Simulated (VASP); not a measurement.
OSZICAR of a VASP run on BP (zinc blende):

File OSZICAR:
```
       N       E                     dE             d eps       ncg     rms          rms(c)
DAV:   1     0.133731669068E+02    0.13373E+02   -0.35169E+03  9360   0.301E+02
DAV:   2    -0.147066933815E+02   -0.28080E+02   -0.26989E+02 12264   0.807E+01
DAV:   3    -0.153001327017E+02   -0.59344E+00   -0.59096E+00 11536   0.912E+00
DAV:   4    -0.153010165219E+02   -0.88382E-03   -0.88380E-03 10976   0.404E-01
DAV:   5    -0.153010178479E+02   -0.13260E-05   -0.13260E-05 11808   0.166E-02    0.769E+00
DAV:   6    -0.145381538688E+02    0.76286E+00   -0.13160E+00 10824   0.261E+00    0.378E+00
DAV:   7    -0.144123182525E+02    0.12584E+00   -0.17662E-01 11696   0.113E+00    0.147E+00
DAV:   8    -0.143997316138E+02    0.12587E-01   -0.18116E-02 10712   0.445E-01    0.258E-01
DAV:   9    -0.143997275642E+02    0.40496E-05   -0.64221E-04 11232   0.956E-02    0.641E-02
DAV:  10    -0.143997243257E+02    0.32386E-05   -0.22386E-05 11520   0.141E-02    0.198E-02
DAV:  11    -0.143997237596E+02    0.56606E-06   -0.70500E-07 11120   0.341E-03    0.762E-03
DAV:  12    -0.143997239099E+02   -0.15028E-06   -0.54748E-08 11280   0.908E-04    0.107E-03
DAV:  13    -0.143997239102E+02   -0.31287E-09   -0.55701E-10  6728   0.982E-05
   1 F= -.14399724E+02 E0= -.14399724E+02  d E =-.492906E-40
 imaginary and real dielectric function
```

**Question.** Which electronic solver shows in the log?

**Answer.** It is blocked Davidson (ALGO = Normal, or the opening steps of other solvers). The INCAR had ALGO = Normal.

**Question.** Can the final energy be trusted as converged?

**Answer.** Self-consistency was reached. It stopped with EDIFF = 1E-7, NELM = 100 (LDA (Ceperley-Alder, Perdew-Zunger), plane waves, VASP's LDA PAW potentials (set 64)).

The compound is BP in the zinc blende structure. It was relaxed first.
